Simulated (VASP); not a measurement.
The system is InAs.

```
CELL_PARAMETERS angstrom
0.00000 3.04545 3.04545
3.04545 0.00000 3.04545
3.04545 3.04545 0.00000
ATOMIC_POSITIONS crystal
In 0.00000 0.00000 0.00000
As 0.25000 0.25000 0.25000
```

Base run:

- Program: VASP 6.6.1
- Functional: HSE06
- Potentials or basis: VASP PAW PBE potentials, release 64 (In_d, As)
- Cutoff: 520 eV
- k mesh: 6 × 6 × 6
- Occupations: gaussian, width 0.03 eV
- Spin: no spin polarisation

Its results: band gap on the k mesh 0.42 eV, direct; pressure 0.3 GPa.

The run is repeated on the same cell with these changes: functional from HSE06 to PBE0. What comes out?

Band gap on the k mesh 0.97 eV, direct; pressure 0.1 GPa.

Caveats: the PAW data sets were made with another functional, which shifts forces and pressure a little; spin-orbit coupling is left out, which moves the levels of the heavy elements.
